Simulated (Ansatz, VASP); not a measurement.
# Two plane-wave programs on LiNbF2

INCAR

```
SYSTEM = LiNbF2
PREC = Accurate
ENCUT = 520
EDIFF = 1E-7
ISMEAR = -1
SIGMA = 0.1
LREAL = .FALSE.
LASPH = .TRUE.
NELM = 100
ALGO = Normal
ISIF = 2
LWAVE = .FALSE.
LCHARG = .TRUE.
LELF = .TRUE.
LVHAR = .TRUE.
NBANDS = 40
```

The input KPOINTS:

```
regular mesh
0
G
  13 13 3
  0 0 0
```

Contents of POSCAR:

```
LiNbF2
1.0
    1.5238598500      2.6394017900      0.0000000000
   -1.5238598500      2.6394017900      0.0000000000
    0.0000000000      0.0000000000     10.9127321300
Li Nb F
2 2 4
Direct
    0.0000000000      0.0000000000      0.0000000000
    0.0000000000      0.0000000000      0.5000000000
    0.3333000000      0.3334000000      0.7500000000
    0.6666000000      0.6667000000      0.2500000000
    0.3333000000      0.3334000000      0.1285000000
    0.6666000000      0.6667000000      0.6285000000
    0.3333000000      0.3334000000      0.3715000000
    0.6667000000      0.6667000000      0.8715000000
```

Input for Ansatz:

```yaml
crystal:
  lattice:
    - [1.52385985, 2.63940179, 0.0]
    - [-1.52385985, 2.63940179, 0.0]
    - [0.0, 0.0, 10.91273213]
  atoms:
    - { symbol: Li, position: [0.0, 0.0, 0.0] }
    - { symbol: Li, position: [0.0, 0.0, 0.5] }
    - { symbol: Nb, position: [0.3333, 0.3334, 0.75] }
    - { symbol: Nb, position: [0.6666, 0.6667, 0.25] }
    - { symbol: F, position: [0.3333, 0.3334, 0.1285] }
    - { symbol: F, position: [0.6666, 0.6667, 0.6285] }
    - { symbol: F, position: [0.3333, 0.3334, 0.3715] }
    - { symbol: F, position: [0.6667, 0.6667, 0.8715] }
  symmetry: { tolerance: 0.0003 }
kpoints:
  mp_grid: { grid: [13, 13, 3], shift: [0, 0, 0] }
  band_path:
    path:
      - [0.0, 0.0, 0.0]
      - [0.49999998, -8.0e-08, 0.0]
      - [0.66666658, 0.33333321, 0.0]
      - [0.0, 0.0, 0.0]
      - [0.0, 0.0, 0.5]
      - [0.49999998, -8.0e-08, 0.5]
      - [0.66666658, 0.33333321, 0.5]
      - [0.0, 0.0, 0.5]
      - [0.49999998, -8.0e-08, 0.5]
      - [0.49999998, -8.0e-08, 0.0]
      - [0.66666658, 0.33333321, 0.5]
    npoints: 6
magnetization:
  spin_polarized: false
scf:
  occupations: { method: fermi_dirac }
  lower_state_search: "off"
  max_iter: 200
hamiltonian:
  pseudopotentials: { kind: paw }
  xc: lda
basis:
  ecutwfc: 420
  fft_grid_basis: typed
output:
  forces: true
  stress: true
  eigenvalues: true
  bader: true
  populations: true
  elf: true
  write_potential: true
  volumetric_format: npy
  dos:
    e_range: [-12, 8]
    de: 0.05
    projected: { site_lists: { F: [F], Li: [Li], Nb: [Nb] } }
checkpoint:
  read: saved_state
```

The cell was built by a generator and needn't be a form met in nature.

Alike in both runs: task single point; functional LDA; k mesh 13 × 13 × 3; no spin polarisation.

```csv
,VASP,Ansatz
version,VASP 6.6.1,Ansatz 0.2.0
potentials or method,"VASP PAW LDA potentials, release 64 (Li_sv, Nb_sv, F)",PAW plane waves
plane-wave cutoff (eV),520,420
occupations,"fermi-dirac, width 0.1 eV",fermi-dirac
valence electrons in the cell,60,60
```

Ansatz gave:

| Item | Value |
| --- | --- |
| rms of the force components (eV/Å) | 0.934 |

Task: Estimate VASP's values.

Result: rms of the force components (eV/Å): 0.953.

Atom by atom the forces differ by 0.020 eV/Å (rms over components). Ansatz warned: «structure_snapped_to_symmetry».

Caveats: forces of over 1 eV/Å show positions far from the minimum, so gaps and moduli don't describe the material at rest.
